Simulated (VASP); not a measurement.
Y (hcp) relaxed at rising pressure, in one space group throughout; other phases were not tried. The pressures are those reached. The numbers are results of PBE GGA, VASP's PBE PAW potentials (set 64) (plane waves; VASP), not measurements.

```
P (GPa)  V (Å³/atom)   k-mesh
-------  -----------  -------
-0.02         32.847  12×12×7
5.06          29.441  12×12×7
9.95          27.096  12×12×7
29.92         21.663  13×13×7
```

A change of mesh leaves a small step in the series.

**Question.** Fit an equation of state and predict the volume at 44.95 GPa.

**Answer.** Least squares on the third-order Birch-Murnaghan form, P = (3B0/2)(y⁷ − y⁵)[1 + (3/4)(B′ − 4)(y² − 1)] with y = (V0/V)^(1/3), gives V0 = 32.851 Å³/atom, B0 = 38 GPa and B′ = 3.2, and so 19.247 Å³/atom. The run gave 19.385 Å³/atom, +0.7 % from the fit.

Pressures at which the relaxation failed are left out.

The compound is Y in the hcp structure.
